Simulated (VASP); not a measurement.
All values below come from PBEsol GGA, VASP's PBE PAW potentials (set 64) (plane waves; VASP).

VASP input:

### KPOINTS
```
Automatic mesh
0
G
  11 11 11
0 0 0
```

INCAR:
```
SYSTEM = Al3Cu
PREC = Accurate
ENCUT = 400
EDIFF = 1E-7
NELM = 100
ALGO = Normal
LREAL = .FALSE.
LASPH = .TRUE.
ISMEAR = -5
GGA = PS
LMAXMIX = 4
LWAVE = .FALSE.
LCHARG = .TRUE.
LORBIT = 11
NEDOS = 601
ISIF = 2
```

### POSCAR
```
Al3Cu
3.8910030
  1.0000000889   0.0000000000   0.0000000000
  0.0000000000   1.0000000889   0.0000000000
  0.0000000000   0.0000000000   1.0000000889
Cu Al
1 3
direct
  0.0000000000   0.0000000000   0.0000000000
  0.5000000000   0.5000000000   0.0000000000
  0.5000000000   0.0000000000   0.5000000000
  0.0000000000   0.5000000000   0.5000000000
```

POTCAR, in this order: Cu Al (PBE.64 set). Program: vasp_std.

The run wrote:

### OSZICAR
```
       N       E                     dE             d eps       ncg     rms          rms(c)
DAV:   1     0.660807233734E+02    0.66081E+02   -0.72090E+03  1568   0.122E+03
DAV:   2    -0.161337195653E+02   -0.82214E+02   -0.78004E+02  1616   0.227E+02
DAV:   3    -0.195813529860E+02   -0.34476E+01   -0.33626E+01  2212   0.516E+01
DAV:   4    -0.196462028477E+02   -0.64850E-01   -0.65211E-01  1914   0.624E+00
DAV:   5    -0.196486783475E+02   -0.24755E-02   -0.24810E-02  2446   0.132E+00    0.183E+01
DAV:   6    -0.257478935412E+02   -0.60992E+01   -0.11993E+02  1636   0.347E+02    0.164E+01
DAV:   7    -0.175938342296E+02    0.81541E+01   -0.25242E+01  1910   0.105E+02    0.583E+00
DAV:   8    -0.167113243251E+02    0.88251E+00   -0.31916E+00  2060   0.649E+01    0.792E-01
DAV:   9    -0.167147150814E+02   -0.33908E-02   -0.30072E-01  2546   0.672E+00    0.444E-01
DAV:  10    -0.167195141223E+02   -0.47990E-02   -0.11399E-02  2238   0.300E+00    0.699E-01
DAV:  11    -0.167135523024E+02    0.59618E-02   -0.10183E-02  2136   0.373E+00    0.306E-01
DAV:  12    -0.167129080814E+02    0.64422E-03   -0.10390E-02  2432   0.336E+00    0.104E-01
DAV:  13    -0.167128019976E+02    0.10608E-03   -0.59640E-04  2448   0.417E-01    0.743E-02
DAV:  14    -0.167126792942E+02    0.12270E-03   -0.12822E-04  2444   0.397E-01    0.279E-02
DAV:  15    -0.167126362741E+02    0.43020E-04   -0.71532E-05  2400   0.278E-01    0.600E-03
DAV:  16    -0.167126354996E+02    0.77444E-06   -0.34262E-06  2292   0.180E-02    0.817E-03
DAV:  17    -0.167126396505E+02   -0.41509E-05   -0.11075E-06  2130   0.396E-02    0.269E-03
DAV:  18    -0.167126422528E+02   -0.26023E-05   -0.47687E-07  1754   0.218E-02    0.249E-04
DAV:  19    -0.167126423005E+02   -0.47636E-07   -0.47775E-08  1042   0.167E-03
   1 F= -.16712642E+02 E0= -.16712642E+02  d E =0.000000E+00
```

OUTCAR:
```
------------------------ aborting loop because EDIFF is reached ----------------------------------------
  FORCE on cell =-STRESS in cart. coord.  units (eV):
  Direction    XX          YY          ZZ          XY          YZ          ZX
  --------------------------------------------------------------------------------------
  Total        0.0334509      0.0334509      0.0334509      0.0000000     -0.0000000      0.0000000
  in kB        0.9097747      0.9097747      0.9097747      0.0000000     -0.0000000      0.0000000
  external PRESSURE =       0.9097747 kB  Pullay stress =       0.0000000 kB
  volume of cell :       58.91
      direct lattice vectors                 reciprocal lattice vectors
     3.891003346  0.000000000  0.000000000     0.257003120  0.000000000  0.000000000
     0.000000000  3.891003346  0.000000000     0.000000000  0.257003120  0.000000000
     0.000000000  0.000000000  3.891003346     0.000000000  0.000000000  0.257003120
 POSITION                                       TOTAL-FORCE (eV/Angst)
 -----------------------------------------------------------------------------------
      0.00000      0.00000      0.00000         0.000000      0.000000      0.000000
      1.94550      1.94550      0.00000         0.000000      0.000000      0.000000
      1.94550      0.00000      1.94550         0.000000      0.000000      0.000000
      0.00000      1.94550      1.94550         0.000000      0.000000      0.000000
 -----------------------------------------------------------------------------------
    total drift:                               -0.000000     -0.000000     -0.000000
  FREE ENERGIE OF THE ION-ELECTRON SYSTEM (eV)
  ---------------------------------------------------
  free  energy   TOTEN  =       -16.7126423005 eV

  energy  without entropy=      -16.7126423005  energy(sigma->0) =      -16.71264230

 total charge

# of ion       s       p       d       tot
------------------------------------------
    1        0.473   0.387   9.134   9.995
    2        0.417   0.369   0.000   0.786
    3        0.417   0.369   0.000   0.786
    4        0.417   0.369   0.000   0.786
--------------------------------------------------
tot          1.723   1.495   9.134  12.352
```
(Selected blocks of OUTCAR.)

For a metal the tetrahedron method with Blöchl corrections gives inexact stress and forces.

The structure was generated: Al3Cu was put into an ordered model structure (Pm-3m), which need not be its known phase. It was relaxed first.
